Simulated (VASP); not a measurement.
# A slab model of Pb(110)-(1x2) missing row, part 3 of 3

Wanted: how Pb(110)-(1x2) missing row relaxes, and what it costs to take an electron out.

VASP 6.6.1; r2SCAN; plane waves and PAW (Pb).

So far. Step 2 (Relaxing the slab): The run ended after 12 ionic steps, 0.226 eV below its first step, once the forces on the free atoms met EDIFFG = -0.03. Step 3 (Vacuum level and density of states): The vacuum level lies 3.76 eV above the Fermi level at the upper face; both faces agree, as the slab has next to no dipole.

**4. Tunnelling image, filled states within 1 eV**

A partial density over this window, at constant height above the top atom, is the Tersoff-Hamann picture of a tunnelling image.

INCAR reads:

```
SYSTEM = Pb
PREC = Normal
ENCUT = 300
EDIFF = 1E-05
NELM = 120
ISMEAR = -1
SIGMA = 0.1
LREAL = .FALSE.
ALGO = Normal
METAGGA = R2SCAN
LASPH = .TRUE.
NBANDS = 40
LWAVE = .FALSE.
LCHARG = .FALSE.
ISTART = 1
LPARD = .TRUE.
NBMOD = -3
EINT = -1 0
LSEPB = .FALSE.
LSEPK = .FALSE.
```

POSCAR reads:

```
Pb
1.0
    9.9000000000      0.0000000000      0.0000000000
    0.0000000000      3.5001785669      0.0000000000
    0.0000000000      0.0000000000     24.0003571337
Pb
9
Direct
    0.0000000000      0.0000000000      0.3665917024
    0.5000000000      0.0000000000      0.3599176616
    0.2572176758      0.5000000000      0.4243788698
    0.7427823242      0.5000000000      0.4243788698
    0.0000000000      0.0000000000      0.5020592601
    0.5000000000      0.0000000000      0.5004405559
    0.2450953065      0.5000000000      0.5693284012
    0.7549046935      0.5000000000      0.5693284012
    0.0000000000      0.0000000000      0.6377376743
```

KPOINTS reads:

```
Automatic mesh
0
Gamma
3 8 1
0 0 0
```

Potentials, in the order of the species: Pb (PBE family, release 64).

The run starts from files that an earlier step left in the folder.

The run is started by

```bash
mpirun -np 4 vasp_std
```

The program printed:

```text
[banner, memory and clock lines left out]
running    4 mpi-ranks, on    1 nodes
 distrk:  each k-point on    4 cores,    1 groups
 distr:  one band on    1 cores,    4 groups

 POSCAR found type information on POSCAR Pb
 POSCAR found :  1 types and       9 ions
|                                                                             |
|               ----> ADVICE to this user running VASP <----                  |
|                                                                             |
|     You enforced a specific xc type in the INCAR file but a different       |
|     [... a line on the potential file left out ...]
|     I HOPE YOU KNOW WHAT YOU ARE DOING!                                     |
|                                                                             |

 LDA part: xc-table for (None), standard interpolation
 found WAVECAR, reading the header
 POSCAR, INCAR and KPOINTS ok, starting setup
 FFT: planning ... GRIDC
 FFT: planning ... GRID_SOFT
 FFT: planning ... GRID
 reading WAVECAR
 the WAVECAR file was read successfully
Calculating partial charge density.
NDMOD =  -3
Energy range w.r.t. Fermi energy from INCAR:   -1.000   0.000
Efermi =   -0.932
No KPOINTS given: use all of them.

*****************************************************
* Parameters from pardens
*****************************************************

NBMOD is set to  -3
Selected energy range (EINT)   -1.9316  -0.9316
Selected all k-points to calculate charge density.
k-point no.    1; bands inside the range    3
  15  16  17
k-point no.    2; bands inside the range    2
  15  16
k-point no.    3; bands inside the range    3
  15  16  17
k-point no.    4; bands inside the range    2
  15  16
k-point no.    5; bands inside the range    3
  16  17  18
k-point no.    6; bands inside the range    2
  16  17
k-point no.    7; bands inside the range    3
  18  19  20
k-point no.    8; bands inside the range    4
  18  19  20  21
k-point no.    9; bands inside the range    2
  19  20
k-point no.   10; bands inside the range    1
  19
Finished calculating partial charge density.
VASP will stop now.
```

It took 1.6 s on 4 MPI ranks of Intel Xeon 6975P-C (Granite Rapids), shared host; 4.5 s of CPU time.

From OUTCAR (step 4):

```text
The static configuration has the point symmetry C_2v.

 Found     10 irreducible k-points:

   NELECT =      36.0000    total number of electrons

[... 8 parts as in an earlier step ...]
```

Local density of states in the window along a and b. Constant height, 2.5 Å above the top atom.

Ten even steps from '_' (0.02 × 1e-3 e/Å³) to '@' (1.85 × 1e-3 e/Å³), each cell a mean:
```
@@@@%%**==--::..____________________________....::--++**%%@@
@@@@##**==--::..______________________________..::--++**%%@@
@@%%##**==--::..______________________________..::--==**%%@@
%%%%##++==::::..______________________________..::--==**##%%
%%%%**++==::::..______________________________..::--==++##%%
####**++==::....______________________________..::--==++**##
####**==--::....______________________________..::--==++**##
##**++==--::....______________________________....::--++****
****++==--::....______________________________....::--==++**
****++==--::....______________________________....::--==++**
****++==--::....______________________________....::--==++**
****++==--::....______________________________....::--==++**
****++==--::....______________________________....::--==++**
****++==--::....______________________________....::--++****
##****==--::....______________________________..::--==++**##
####**++--::....______________________________..::--==++**##
%%##**++==::....______________________________..::--==++##%%
%%%%##++==::::..______________________________..::--==**##%%
@@%%##++==--::..______________________________..::--==**##%%
@@@@##**==--::..______________________________..::--++**%%@@
@@@@%%**==--::..____________________________....::--++**%%@@
@@@@%%**==--::..____________________________....::--++**%%@@
```
Columns: along a (fractional) from 0 to 0.976; rows upwards: along b (fractional) from 0 to 0.969.

Partial charge density in the ca plane at fractional y = 0.000, with atoms of Pb within 0.2 Å of it. It is the smooth field of the valence electrons, not physical close to the nuclei.

Values in units of 1e-2 Å⁻³, 13 rows by 16 columns, each cell a mean:
```
 0.0  0.0  0.3  2.1  0.8  1.9  1.8  1.7  1.8  2.3  1.8  1.1  2.2  0.3  0.0  0.0
 0.0  0.0  0.2  1.3  2.9  2.4  1.1  1.5  1.8  1.6  2.9  3.1  1.2  0.2  0.0  0.0
 0.0  0.0  0.1  0.5  1.3  1.4  0.9  0.8  1.1  1.4  1.6  1.2  0.4  0.1  0.0  0.0
 0.0  0.0  0.1  0.5  1.2  1.4  1.0  0.8  1.1  1.4  1.0  0.4  0.1  0.0  0.0  0.0
 0.0  0.0  0.3  1.4  2.7  2.4  1.5  1.2  1.5  1.3  0.7  0.2  0.0  0.0  0.0  0.0
 0.0  0.1  0.6  3.3  1.9  3.2  2.8  1.6  2.2  1.5  0.4  0.1  0.0  0.0  0.0  0.0
 0.0  0.1  0.8  3.7 -2.0  2.6  3.5  0.4  1.8  1.8  0.4  0.1  0.0  0.0  0.0  0.0
 0.0  0.1  0.5  2.9  3.0  3.2  2.4  1.7  2.1  1.4  0.5  0.1  0.0  0.0  0.0  0.0
 0.0  0.0  0.2  1.0  2.2  2.1  1.3  1.0  1.3  1.3  0.8  0.3  0.1  0.0  0.0  0.0
 0.0  0.0  0.1  0.4  1.1  1.3  1.0  0.8  1.1  1.4  1.1  0.6  0.2  0.0  0.0  0.0
 0.0  0.0  0.1  0.6  1.6  1.6  0.9  0.8  1.2  1.4  1.9  1.6  0.5  0.1  0.0  0.0
 0.0  0.0  0.2  1.6  3.0  2.6  1.3  1.7  2.0  1.8  3.1  3.3  1.5  0.2  0.0  0.0
 0.0  0.0  0.4  2.1 -0.4  1.5  2.0  1.4  1.6  2.4  1.1 -0.2  2.3  0.3  0.0  0.0
```
Columns run along c (16.0 Å, from fractional 0.18 to 0.85 of the cell), rows up along a (9.9 Å). Atoms in or near the plane, at fractional coordinates: Pb at (0.37, 0.00), Pb at (0.36, 0.50), Pb at (0.50, 0.00), Pb at (0.50, 0.50), Pb at (0.64, 0.00).

Shared out to the nearest atoms, the partial charge density (by size) has 100 % on Pb; its largest share on one atom is 16 % (Pb2), and it takes 7 of the 9 atoms to pass 80 %.

Between its 5th and 95th percentile the partial density varies by a factor of 74, which sets the contrast of the image.

**5. Tunnelling image, empty states within 1 eV**

A partial density over this window, at constant height above the top atom, is the Tersoff-Hamann picture of a tunnelling image.

Edit INCAR of step 4 so:

```diff
@@ -17,3 +17,3 @@
 NBMOD = -3
-EINT = -1 0
+EINT = 0 1
 LSEPB = .FALSE.
```

POSCAR is that of step 4.

KPOINTS is that of step 4.

The run starts from files that an earlier step left in the folder.

The run is started by

```bash
mpirun -np 4 vasp_std
```

The program printed:

```text
 LDA part: xc-table for (None), standard interpolation
 found WAVECAR, reading the header
 POSCAR, INCAR and KPOINTS ok, starting setup
 FFT: planning ... GRIDC
 FFT: planning ... GRID_SOFT
 FFT: planning ... GRID
 reading WAVECAR
 the WAVECAR file was read successfully
Calculating partial charge density.
NDMOD =  -3
Energy range w.r.t. Fermi energy from INCAR:    0.000   1.000
Efermi =   -0.932
No KPOINTS given: use all of them.

NBMOD is set to  -3
Selected energy range (EINT)   -0.9316   0.0684
Selected all k-points to calculate charge density.
k-point no.    1; bands inside the range    0

k-point no.    2; bands inside the range    2
  17  18
k-point no.    3; bands inside the range    1
  18
k-point no.    4; bands inside the range    2
  17  18
k-point no.    5; bands inside the range    3
  19  20  21
k-point no.    6; bands inside the range    4
  18  19  20  21
k-point no.    7; bands inside the range    2
  21  22
k-point no.    8; bands inside the range    1
  22
k-point no.    9; bands inside the range    2
  21  22
k-point no.   10; bands inside the range    2
  20  21
Finished calculating partial charge density.
VASP will stop now.

[... 3 parts as in an earlier step ...]
```

It took 1.6 s on 4 MPI ranks.

Parts of OUTCAR (step 5):

```text
   NELECT =      36.0000    total number of electrons

[... 8 parts as in an earlier step ...]

[... 2 further parts left out ...]
```

Local density of states in the window along a and b. Constant height, 2.5 Å above the top atom.

Values in units of 1e-3 e/Å³, 12 rows by 16 columns, each cell a mean:
```
3.3 2.4 1.3 0.6 0.2 0.1 0.0 0.0 0.0 0.0 0.1 0.2 0.4 1.0 2.0 3.0
3.1 2.3 1.3 0.6 0.2 0.1 0.0 0.0 0.0 0.0 0.1 0.2 0.4 0.9 1.9 2.8
2.7 2.1 1.2 0.5 0.2 0.1 0.0 0.0 0.0 0.0 0.1 0.2 0.4 0.9 1.7 2.5
2.4 1.8 1.1 0.5 0.2 0.1 0.0 0.0 0.0 0.0 0.1 0.2 0.4 0.8 1.5 2.2
2.1 1.7 1.0 0.5 0.2 0.1 0.0 0.0 0.0 0.0 0.1 0.2 0.3 0.8 1.4 2.0
2.0 1.6 0.9 0.5 0.2 0.1 0.0 0.0 0.0 0.0 0.1 0.2 0.3 0.7 1.3 1.9
2.1 1.6 0.9 0.5 0.2 0.1 0.0 0.0 0.0 0.0 0.1 0.2 0.3 0.7 1.3 1.9
2.2 1.7 1.0 0.5 0.2 0.1 0.0 0.0 0.0 0.0 0.1 0.2 0.4 0.8 1.4 2.1
2.5 1.9 1.1 0.5 0.2 0.1 0.0 0.0 0.0 0.0 0.1 0.2 0.4 0.8 1.6 2.3
2.9 2.1 1.2 0.5 0.2 0.1 0.0 0.0 0.0 0.0 0.1 0.2 0.4 0.9 1.8 2.7
3.2 2.3 1.3 0.6 0.2 0.1 0.0 0.0 0.0 0.0 0.1 0.2 0.4 1.0 1.9 2.9
3.3 2.4 1.3 0.6 0.2 0.1 0.0 0.0 0.0 0.0 0.1 0.2 0.4 1.0 2.0 3.1
```
Columns: along a (fractional) from 0 to 0.976; rows upwards: along b (fractional) from 0 to 0.969.

Partial charge density in the ca plane at fractional y = 0.000, with atoms of Pb within 0.2 Å of it. It is the smooth field of the valence electrons, not physical close to the nuclei.

Values in units of 1e-2 Å⁻³, 13 rows by 16 columns, each cell a mean:
```
 0.0  0.1  0.6  2.4  0.3  3.4  1.4  1.1  1.4  1.9  2.4  0.6  2.4  0.5  0.1  0.0
 0.0  0.0  0.3  1.3  2.0  2.3  0.9  0.7  1.0  1.0  1.8  1.5  1.0  0.2  0.0  0.0
 0.0  0.0  0.1  0.4  0.7  0.9  0.8  0.4  0.7  1.0  0.9  0.6  0.3  0.1  0.0  0.0
 0.0  0.0  0.1  0.3  0.6  0.7  0.8  0.7  1.0  1.5  1.0  0.4  0.1  0.0  0.0  0.0
 0.0  0.0  0.2  0.9  1.6  1.2  0.8  1.7  1.9  1.4  0.8  0.2  0.0  0.0  0.0  0.0
 0.0  0.0  0.3  1.6  1.3  1.8  1.4  1.8  1.9  1.2  0.4  0.1  0.0  0.0  0.0  0.0
 0.0  0.0  0.4  1.5 -1.0  1.4  1.6  0.1  0.6  1.0  0.3  0.1  0.0  0.0  0.0  0.0
 0.0  0.0  0.3  1.5  1.9  1.8  1.2  2.2  2.3  1.2  0.5  0.1  0.0  0.0  0.0  0.0
 0.0  0.0  0.1  0.6  1.3  1.0  0.8  1.3  1.6  1.5  0.9  0.3  0.1  0.0  0.0  0.0
 0.0  0.0  0.1  0.3  0.5  0.7  0.8  0.6  0.9  1.4  1.0  0.4  0.1  0.0  0.0  0.0
 0.0  0.0  0.2  0.6  0.9  1.1  0.8  0.4  0.7  1.0  1.0  0.8  0.4  0.1  0.0  0.0
 0.0  0.1  0.4  1.6  2.3  2.9  1.0  0.9  1.1  1.2  2.2  1.7  1.4  0.3  0.0  0.0
 0.0  0.1  0.6  2.5 -0.9  3.2  1.5  1.1  1.5  2.1  2.2 -0.3  2.6  0.5  0.1  0.0
```
Columns run along c (16.0 Å, from fractional 0.18 to 0.85 of the cell), rows up along a (9.9 Å). Atoms in or near the plane, at fractional coordinates: Pb at (0.37, 0.00), Pb at (0.36, 0.50), Pb at (0.50, 0.00), Pb at (0.50, 0.50), Pb at (0.64, 0.00).

Shared out to the nearest atoms, the partial charge density (by size) has 100 % on Pb; its largest share on one atom is 17 % (Pb1), and it takes 7 of the 9 atoms to pass 80 %.

Between its 5th and 95th percentile the partial density varies by a factor of 159, which sets the contrast of the image.

**6. Putting the energies together**

This step: slab, r2SCAN; plane waves and PAW (VASP 6.6.1).

This step runs nothing: it gathers the runs above.

**7. Outcome**

| Property | Result |
| --- | --- |
| work function of the slab | 3.76 eV |

In words: The work function is 3.76 eV at both faces. The atom that ends on top (Pb) moved inwards by 0.19 Å, counted from the mean of all atoms. Spin-orbit coupling is left out, which matters for the heavy elements here. The cell in the plane was kept as given and was not relaxed here.

[Lines on the potential files, build, host, timing and source positions are cut from VASP's logs without a mark.]

[Logs are printed without paths, hosts, clocks, repeated set-up lines and the standing remarks that a program may print on its own settings, such as how far it seeks lower states.]

[Hosts, paths, dates, database ids (printed as entryN), source tags and the programs' standing remarks are cut or masked in the printed files.]

[In band tables of VASP the shares of atoms and orbitals are scaled to a sum of 1 inside the atoms' spheres.]

[Runs that stopped without an error message from VASP are left out.]
